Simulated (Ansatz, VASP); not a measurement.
# Al4Si6H10O23: VASP beside Ansatz, part 2 of 2

One calculation is typed for both programs; each brings its own data sets. How far apart do they land? Of the first pair: The structure shown is the start of the Ansatz relaxation below; VASP solves that cell, so the two are compared at the walk's first step.

VASP 6.6.1 and Ansatz 0.2.0.

So far: Starting point; Ansatz: relaxation, PBE with D3(BJ).

**3. VASP: single point, PBE with D3(BJ), start cell, pair 1**

Level of this step: PBE with D3(BJ); plane waves and PAW (Si, Al, H, O) (VASP).

The same cell, functional, mesh and smearing now go to VASP, with its own data sets.

Lines of VASP's logs that name or quote its potential files are left out, and so is its time.

INCAR

```
SYSTEM = Al4Si6H10O23
PREC = Accurate
ENCUT = 520
EDIFF = 1E-06
NELM = 120
ISMEAR = -1
SIGMA = 0.05
LREAL = Auto
ALGO = Normal
GGA = PE
IVDW = 12
NBANDS = 128
LORBIT = 11
LWAVE = .FALSE.
LCHARG = .FALSE.
ISIF = 2
LASPH = .TRUE.
GGA_COMPAT = .FALSE.
EFERMI = MIDGAP
KPAR = 8
```

POSCAR

```
Al4Si6H10O23
1.0
    7.8437390000      0.0000000000      0.0000000000
    0.0000000000      7.8437390000      0.0000000000
    0.0000000000      0.0000000000      7.8437390000
Si Al H O
6 4 10 23
Direct
    0.5631250606      0.2327699838      0.9502270537
    0.1628010570      0.1326939869      0.8944140033
    0.6311320405      0.8878399702      0.0956230186
    0.3818050295      0.5311280755      0.5970249648
    0.0078870549      0.4929840220      0.0240320337
    0.8708689823      0.3182140558      0.3518990114
    0.7398550615      0.6914509777      0.7564500808
    0.2791880250      0.7154320153      0.2442049640
    0.5736560077      0.2077099965      0.5851240078
    0.9876950266      0.9474849941      0.2363190565
    0.0896619584      0.7540280216      0.4332970539
    0.5288059687      0.4264389725      0.1529789556
    0.7408800828      0.8459210588      0.3252419541
    0.0907280316      0.9429940236      0.7380480151
    0.2672870681      0.5997719965      0.0150660291
    0.9261080717      0.3876649899      0.6294950661
    0.2700209683      0.2876680369      0.5740720083
    0.4030390353      0.9718880243      0.5412190538
    0.3295320000      0.7327050275      0.7307690886
    0.9068520765      0.9027820788      0.5792370195
    0.5325800616      0.4163479942      0.0285040081
    0.3340289625      0.5743620485      0.4013870171
    0.6376330217      0.7999060142      0.9142189713
    0.0901190108      0.3223579979      0.9374770119
    0.2515170380      0.6367970683      0.7127270553
    0.9041680250      0.4189090178      0.1781720427
    0.1672080114      0.6076869717      0.0894410179
    0.8838570483      0.5783719984      0.8784019968
    0.1291110018      0.8462439915      0.3587980171
    0.6329630550      0.0990540353      0.0817919872
    0.8652340421      0.7909889658      0.6163899640
    0.5564880473      0.6150070776      0.6486200013
    0.6794139887      0.3013019684      0.4200700712
    0.6834610382      0.2364819890      0.7878900611
    0.0843800387      0.0010700254      0.0310510077
    0.1229320608      0.0605340132      0.7105270841
    0.7919290787      0.8523549802      0.2113879618
    0.4621989589      0.8243759768      0.1919409863
    0.9529520296      0.1420629881      0.3346049633
    0.5219000785      0.0040860615      0.5623230197
    0.9682319873      0.4058020034      0.5132770226
    0.3825689509      0.3283390740      0.6099750387
    0.3729300529      0.1419390676      0.9110790147
```

KPOINTS

```
Automatic mesh
0
Gamma
2 2 2
0 0 0
```

Potentials, in the order of the species: Si, Al, H and O (PBE family, release 64).

On the command line:

```sh
> mpirun -np 8 vasp_std
```

Numbers of over 12 decimals in the logs are rounded to 6 here.

Output:

```text
[banner, memory and clock lines left out]
running    8 mpi-ranks, on    1 nodes
[...]
|                                                                             |
|           W    W    AA    RRRRR   N    N  II  N    N   GGGG   !!!           |
|           W    W   A  A   R    R  NN   N  II  NN   N  G    G  !!!           |
|           W    W  A    A  R    R  N N  N  II  N N  N  G       !!!           |
|           W WW W  AAAAAA  RRRRR   N  N N  II  N  N N  G  GGG   !            |
|           WW  WW  A    A  R   R   N   NN  II  N   NN  G    G                |
|           W    W  A    A  R    R  N    N  II  N    N   GGGG   !!!           |
|                                                                             |
|     For optimal performance we recommend to set                             |
|       NCORE = 2 up to number-of-cores-per-socket                            |
|     NCORE specifies how many cores store one orbital (NPAR=cpu/NCORE).      |
|     This setting can greatly improve the performance of VASP for DFT.       |
|     The default, NCORE=1 might be grossly inefficient on modern             |
|     multi-core architectures or massively parallel machines. Do your        |
|     Unfortunately you need to use the default for GW and RPA                |
|     calculations (for HF NCORE is supported but not extensively tested      |
|     yet).                                                                   |
|                                                                             |

 LDA part: xc-table for (Slater+PW92), standard interpolation
 POSCAR, INCAR and KPOINTS ok, starting setup
[...]
entering main loop
       N       E                     dE             d eps       ncg     rms          rms(c)
DAV:   1     0.111337173116E+04    0.11134E+04   -0.94203E+04  2048   0.132E+03
DAV:   2    -0.227118164365E+03   -0.13405E+04   -0.13017E+04  2456   0.312E+02
DAV:   3    -0.322215287460E+03   -0.95097E+02   -0.94538E+02  2464   0.870E+01
DAV:   4    -0.323528610807E+03   -0.13133E+01   -0.13100E+01  2560   0.110E+01
[...]
DAV:  15    -0.281129969495E+03   -0.16988E-05   -0.42025E-05  2312   0.224E-02    0.113E-02
DAV:  16    -0.281129971639E+03   -0.21445E-05   -0.70026E-06  2304   0.132E-02    0.464E-03
DAV:  17    -0.281129971968E+03   -0.32891E-06   -0.48801E-06  2352   0.774E-03
   1 F= -.28568805E+03 E0= -.28568805E+03  d E =-.199695E-16
```

Parts of OUTCAR (step 3):

```text
 Edisp (eV)   -4.55808

  Total      19.34759    28.32316    20.76999    -6.47583     4.81475     1.97201
  in kB      64.23445    94.03357    68.95686   -21.49990    15.98507     6.54713
  external pressure =       75.74 kB  Pullay stress =        0.00 kB

 POSITION                                       TOTAL-FORCE (eV/Angst)
 -----------------------------------------------------------------------------------
      4.41701      1.82579      7.45333        -1.787341     -1.846119     -1.329556
      1.27697      1.04082      7.01555         1.961530      1.446126      3.530816
      4.95044      6.96399      0.75004        -4.962694      1.996919     -4.830221
      2.99478      4.16603      4.68291         1.699076      3.884122     -2.461120
      0.06186      3.86684      0.18850        -3.825867     -2.536106     -5.222945
      6.83087      2.49599      2.76020        -1.209334      0.902183      2.311077
      5.80323      5.42356      5.93340        -1.362183     -0.543855      0.303588
      2.18988      5.61166      1.91548         3.189992      1.167758      2.807156
      4.49961      1.62922      4.58956         2.462086      0.266017      1.255984
      7.74722      7.43183      1.85362         0.918649      5.707900     -3.069498
      0.70328      5.91440      3.39867        -0.523301     -0.003156      1.191227
      4.14782      3.34488      1.19993         0.146957     -0.111350     -0.191087
      5.81127      6.63518      2.55111        -0.097584     -0.491117      1.321853
      0.71165      7.39660      5.78906        -0.328069     -0.291353     -0.631911
[...]
-----------------------------------------------------------------------------------
    total drift:                               -0.015129     -0.007215     -0.004687

  FREE ENERGIE OF THE ION-ELECTRON SYSTEM (eV)
  ---------------------------------------------------
  free  energy   TOTEN  =      -285.6880479570 eV

  energy  without entropy=     -285.6880479570  energy(sigma->0) =     -285.68804796

[... 3 further parts left out ...]
[key lines of the parts left out:]
E-fermi :   2.9176
```

The run ends at a pressure of 7.57 GPa, with forces up to 7.2 eV/Å.

**4. Comparison**

Known differences besides the potentials themselves: the cutoff is 420 eV in Ansatz and 520 eV in VASP (PREC = Accurate, projectors in real space). Total energies have different zeros and are not compared.

Forces on 10 of the 43 atoms, those with the largest forces and the largest differences (eV/Å; atoms numbered as in POSCAR):

```
atom          Ansatz x, y, z            VASP x, y, z
 Si2     1.954, 1.385, 3.513     1.962, 1.446, 3.531
 Si3   -4.986, 1.982, -4.858   -4.963, 1.997, -4.830
 Si4    1.685, 3.957, -2.419    1.699, 3.884, -2.461
 Si5  -3.837, -2.565, -5.237  -3.826, -2.536, -5.223
 Al8     3.200, 1.154, 2.807     3.190, 1.168, 2.807
Al10    0.912, 5.696, -3.054    0.919, 5.708, -3.069
 H14  -0.295, -0.187, -0.613  -0.328, -0.291, -0.632
 H19    -0.198, 0.275, 0.517    -0.153, 0.382, 0.555
 O25    -1.721, 0.825, 1.790    -1.804, 0.780, 1.816
 O39   1.471, -4.296, -0.687   1.477, -4.344, -0.710
```

The forces differ by 37 meV/Å r.m.s., which is 2.1 % of the r.m.s. force of 1.734 eV/Å (both taken over all components).

**5. Ansatz: relaxation, PBE with D3(BJ)**

This run makes the geometry at which the two programs are then compared. The cell compared in this pair holds 487.56 Å³, against 482.58 Å³ for the pair before.

The structure compared here is the end of the Ansatz relaxation.

input.yaml

```yaml
crystal:
  lattice:
    - [7.8437392687, 0.0, 0.0]
    - [0.0, 7.8437392687, 0.0]
    - [0.0, 0.0, 7.8437392687]
  atoms:
    - { symbol: Si, position: [0.563125, 0.23277, 0.950227] }
    - { symbol: Si, position: [0.162801, 0.132694, 0.894414] }
    - { symbol: Si, position: [0.631132, 0.88784, 0.095623] }
    - { symbol: Si, position: [0.381805, 0.531128, 0.597025] }
    - { symbol: Si, position: [0.007887, 0.492984, 0.024032] }
    - { symbol: Si, position: [0.870869, 0.318214, 0.351899] }
    - { symbol: Al, position: [0.739855, 0.691451, 0.75645] }
    - { symbol: Al, position: [0.279188, 0.715432, 0.244205] }
    - { symbol: Al, position: [0.573656, 0.20771, 0.585124] }
    - { symbol: Al, position: [0.987695, 0.947485, 0.236319] }
    - { symbol: H, position: [0.089662, 0.754028, 0.433297] }
    - { symbol: H, position: [0.528806, 0.426439, 0.152979] }
    - { symbol: H, position: [0.74088, 0.845921, 0.325242] }
    - { symbol: H, position: [0.090728, 0.942994, 0.738048] }
    - { symbol: H, position: [0.267287, 0.599772, 0.015066] }
    - { symbol: H, position: [0.926108, 0.387665, 0.629495] }
    - { symbol: H, position: [0.270021, 0.287668, 0.574072] }
    - { symbol: H, position: [0.403039, 0.971888, 0.541219] }
    - { symbol: H, position: [0.329532, 0.732705, 0.730769] }
    - { symbol: H, position: [0.906852, 0.902782, 0.579237] }
    - { symbol: O, position: [0.53258, 0.416348, 0.028504] }
    - { symbol: O, position: [0.334029, 0.574362, 0.401387] }
    - { symbol: O, position: [0.637633, 0.799906, 0.914219] }
    - { symbol: O, position: [0.090119, 0.322358, 0.937477] }
    - { symbol: O, position: [0.251517, 0.636797, 0.712727] }
    - { symbol: O, position: [0.904168, 0.418909, 0.178172] }
    - { symbol: O, position: [0.167208, 0.607687, 0.089441] }
    - { symbol: O, position: [0.883857, 0.578372, 0.878402] }
    - { symbol: O, position: [0.129111, 0.846244, 0.358798] }
    - { symbol: O, position: [0.632963, 0.099054, 0.081792] }
    - { symbol: O, position: [0.865234, 0.790989, 0.61639] }
    - { symbol: O, position: [0.556488, 0.615007, 0.64862] }
    - { symbol: O, position: [0.679414, 0.301302, 0.42007] }
    - { symbol: O, position: [0.683461, 0.236482, 0.78789] }
    - { symbol: O, position: [0.08438, 0.00107, 0.031051] }
    - { symbol: O, position: [0.122932, 0.060534, 0.710527] }
    - { symbol: O, position: [0.791929, 0.852355, 0.211388] }
    - { symbol: O, position: [0.462199, 0.824376, 0.191941] }
    - { symbol: O, position: [0.952952, 0.142063, 0.334605] }
    - { symbol: O, position: [0.5219, 0.004086, 0.562323] }
    - { symbol: O, position: [0.968232, 0.405802, 0.513277] }
    - { symbol: O, position: [0.382569, 0.328339, 0.609975] }
    - { symbol: O, position: [0.37293, 0.141939, 0.911079] }
  symmetry: { detect: false }
kpoints:
  mp_grid: { grid: [2, 2, 2] }
scf:
  occupations: { method: fermi_dirac, width: 0.05 }
hamiltonian:
  xc: pbe
  dispersion: d3bj
  pseudopotentials: { kind: paw, azcp: { folder: soft_1 } }
output:
  forces: true
  stress: true
relax:
  f_tol: 0.04
  max_steps: 150
  escape_saddle: false
  cell: { stress_tol: 0.4, fix: [] }
```

On the command line:

```sh
> ansatz run input.yaml --threads 8 --pin off --max-ram 14336MiB --backend cpu --events-out ev --progress --plain --runs-dir out
```

Output:

```text
[...]
Crystal: 43 atoms, lattice volume = 482.580 Å³
Basis set: ecut = 420 eV, 9435 PW (Γ), exchange–correlation on 108×108×108 points (8 copies of the dense FFT grid, shifted against one another)
Bands: 135, of which v1, the nominal top of the filled ones, is band 92 counted from 1 (91 counted from 0)
Symmetry: 1 space group operations
k-points: 8
[...]
- { symbol: O, position: [0.930669, 0.439137, 0.217037] }
    - { symbol: O, position: [0.192725, 0.576033, 0.056531] }
    - { symbol: O, position: [0.893278, 0.576028, 0.898754] }
[...]
- { symbol: O, position: [0.475790, 0.023622, 0.529370] }
    - { symbol: O, position: [1.007736, 0.398987, 0.542515] }
    - { symbol: O, position: [0.368532, 0.362821, 0.603820] }
    - { symbol: O, position: [0.345337, 0.168019, 0.959063] }
[key lines of the parts left out:]
SCF converged after 4 iterations
Free energy (F): -19214.666082 eV
Fermi energy:    4.229852 eV
P = ⅓ Tr σ = -0.0250 GPa (-0.250 kbar)
```

**6. VASP: single point, PBE with D3(BJ), relaxed cell, pair 2**

The same cell, functional, mesh and smearing now go to VASP, with its own data sets.

Changes to INCAR since step 3:

```diff
@@ -2,3 +2,3 @@
 PREC = Accurate
-ENCUT = 520
+ENCUT = 600
 EDIFF = 1E-06
```

POSCAR

```
Al4Si6H10O23
1.0
    7.7368152869     -0.2248603817      0.0619786771
   -0.2248603817      8.2095896884     -0.0986646985
    0.0619786771     -0.0986646985      7.6839812972
Si Al H O
6 4 10 23
Direct
    0.5485799091      0.2321166289      0.9766211616
    0.1476473552      0.1255723282      0.9008898079
    0.5978834108      0.8934706114      0.0708439581
    0.4259085137      0.5676650564      0.5937823136
    0.0021397155      0.4661306394      0.0189522978
    0.8923338789      0.3131581535      0.3803990047
    0.7748277026      0.6890510493      0.7589619374
    0.2664515349      0.7074218026      0.2422334302
    0.5509312947      0.2199152212      0.5828581290
    0.9674457647      0.9611557979      0.2184348920
    0.0305918202      0.7881316995      0.4454910776
    0.5917065473      0.3751082040      0.2203560615
    0.7620079341      0.7215168465      0.2306085740
    0.0586932713      0.9737800256      0.6734432990
    0.2526641899      0.6068046892      0.9396145149
    0.9698525121      0.3633435904      0.6580818692
    0.2484258926      0.3361439428      0.5649384397
    0.3631328668      0.9969215894      0.5833498441
    0.4300003059      0.7353698333      0.8146672025
    0.8235174795      0.8969630331      0.5753222593
    0.5628682610      0.3981745809      0.0989513474
    0.3468996790      0.6100573854      0.4123534477
    0.6336827887      0.8088810536      0.8844394199
    0.0455396045      0.2976047103      0.9169671404
    0.3350618216      0.6610069778      0.7650522650
    0.9306693124      0.4391371006      0.2170369397
    0.1927254582      0.5760328669      0.0565311037
    0.8932783617      0.5760280528      0.8987537201
    0.0794697347      0.8060350684      0.3238233349
    0.6456974464      0.0882549507      0.0792098171
    0.9056955575      0.8237710923      0.6215693857
    0.6308266562      0.5870746776      0.6137643103
    0.6863532262      0.3009453020      0.4180118542
    0.6387760368      0.2563479311      0.7887252168
    0.0515020647      0.9835361028      0.0134396764
    0.1471151862      0.0645905226      0.6966223108
    0.7568648480      0.8381329667      0.2106817319
    0.4107113352      0.8402889229      0.1420114091
    0.9628590307      0.1348608521      0.3422355501
    0.4757900575      0.0236217067      0.5293696047
    0.0077355086      0.3989874126      0.5425146846
    0.3685319390      0.3628211398      0.6038198905
    0.3453371856      0.1680188808      0.9590627650
```

KPOINTS is that of step 3.

On the command line:

```sh
> mpirun -np 8 vasp_std
```

Output:

```text
[banner, memory and clock lines left out]
running    8 mpi-ranks, on    1 nodes
[...]
[... a notice as in an earlier step ...]

 LDA part: xc-table for (Slater+PW92), standard interpolation
 POSCAR, INCAR and KPOINTS ok, starting setup
[...]
entering main loop
       N       E                     dE             d eps       ncg     rms          rms(c)
DAV:   1     0.117012705852E+04    0.11701E+04   -0.10083E+05  2048   0.147E+03
DAV:   2    -0.222798834637E+03   -0.13929E+04   -0.13515E+04  2480   0.321E+02
DAV:   3    -0.324611213407E+03   -0.10181E+03   -0.10123E+03  2520   0.899E+01
DAV:   4    -0.326036635074E+03   -0.14254E+01   -0.14217E+01  2528   0.115E+01
[...]
DAV:  14    -0.288250935780E+03   -0.62499E-05   -0.17305E-04  2480   0.460E-02    0.246E-02
DAV:  15    -0.288250936132E+03   -0.35227E-06   -0.28068E-05  2360   0.217E-02    0.119E-02
DAV:  16    -0.288250936857E+03   -0.72510E-06   -0.60455E-06  2328   0.116E-02
   1 F= -.29276506E+03 E0= -.29276506E+03  d E =-.106825E-18
```

OUTCAR, selected parts (step 6):

```text
 Edisp (eV)   -4.51412

  Total      -0.72072    -0.66429    -0.39639     0.17129     0.05871    -0.07659
  in kB      -2.36834    -2.18290    -1.30256     0.56288     0.19293    -0.25168
  external pressure =       -1.95 kB  Pullay stress =        0.00 kB

 POSITION                                       TOTAL-FORCE (eV/Angst)
 -----------------------------------------------------------------------------------
      4.25260      1.68587      7.51544        -0.013807      0.009788      0.025689
      1.16992      0.90881      6.91918         0.027057      0.034064      0.018351
      4.42920      7.19360      0.49327         0.031300      0.048510      0.040479
      3.20433      4.50594      4.53300        -0.042271     -0.076138     -0.016954
     -0.08709      3.82439      0.09977        -0.020533      0.034752      0.044716
      6.85698      2.33272      2.94739         0.015479      0.049337     -0.055237
      5.88680      5.40772      5.81189         0.020668     -0.044578      0.020023
      1.91743      5.72383      1.80803        -0.004838     -0.020951     -0.003761
      4.24913      1.62402      4.49112         0.010242      0.044668     -0.015481
      7.28236      7.65160      1.64358         0.012353     -0.046784      0.004724
      0.08707      6.41940      3.34728        -0.021199     -0.002512      0.057424
      4.50723      2.92469      1.69288         0.019253      0.024180      0.074296
      5.74757      5.72926      1.74803        -0.002823     -0.075943      0.041471
      0.27687      7.91469      5.08229        -0.029978     -0.063962     -0.040373
[...]
-----------------------------------------------------------------------------------
    total drift:                               -0.015288      0.001628      0.004460

  FREE ENERGIE OF THE ION-ELECTRON SYSTEM (eV)
  ---------------------------------------------------
  free  energy   TOTEN  =      -292.7650591869 eV

  energy  without entropy=     -292.7650591869  energy(sigma->0) =     -292.76505919

[... 1 part as in an earlier step ...]

[... 2 further parts left out ...]
[key lines of the parts left out:]
E-fermi :   2.9668
```

The run ends at a pressure of -0.20 GPa, with forces up to 0.10 eV/Å.

**7. Side by side**

What differs besides the data sets and the points named for the pairs above, as far as they apply: the cutoff is 420 eV in Ansatz and 600 eV in VASP (PREC = Accurate, projectors in real space); Ansatz's pressure holds a Pulay correction, VASP's none. Total energies have different zeros and are not compared.

The two programs side by side:

```
              quantity  Ansatz   VASP  difference
        pressure (GPa)   -0.03  -0.20       +0.17
gap on the k mesh (eV)   4.311  4.306      +0.004
```

Forces on 8 of the 43 atoms, those with the largest forces and the largest differences (eV/Å; atoms numbered as in POSCAR):

```
atom          Ansatz x, y, z            VASP x, y, z
 Si4   -0.005, -0.035, 0.007  -0.042, -0.076, -0.017
 H12    0.001, 0.008, -0.013     0.019, 0.024, 0.074
 H13   -0.009, -0.006, 0.013   -0.003, -0.076, 0.041
 H14    0.011, -0.004, 0.005  -0.030, -0.064, -0.040
 H16    0.004, -0.009, 0.013    0.000, -0.014, 0.102
 H18     0.002, 0.001, 0.002   -0.086, -0.039, 0.030
 H19  -0.006, -0.001, -0.003     0.037, 0.060, 0.040
 H20   0.007, -0.004, -0.005   -0.052, 0.068, -0.051
```

The forces differ by 33 meV/Å r.m.s., where the r.m.s. force is 0.012 eV/Å in Ansatz and 0.036 eV/Å in VASP: the atoms lie near their places of rest in Ansatz, so a percentage would say little (all taken over all components). A gap on the mesh is an upper bound, since the band edges may lie between its points.

**8. Summary of results**

| Quantity | Value |
| --- | --- |
| r.m.s. force difference (single point, PBE with D3(BJ), start cell, pair 1) | 2.1 % of the r.m.s. force |
| r.m.s. force difference (single point, PBE with D3(BJ), relaxed cell, pair 2) | 33 meV/Å |

**Reading.** The r.m.s. force difference is 33 meV/Å (single point, PBE with D3(BJ), relaxed cell, pair 2), beyond the 12 meV/Å picked in this series as the mark of a large difference. What causes the difference of the single point, PBE with D3(BJ), relaxed cell, pair 2 pair stays open here. How closely two codes agree says nothing of how well the functional describes the real material.

[Lines on the potential files, build, host, timing and source positions are cut from VASP's logs without a mark.]

[Logs are printed without paths, hosts, clocks, repeated set-up lines and the standing remarks that a program may print on its own settings, such as how far it seeks lower states.]

[Hosts, paths, dates, database ids (printed as entryN), source tags and the programs' standing remarks are cut or masked in the printed files.]
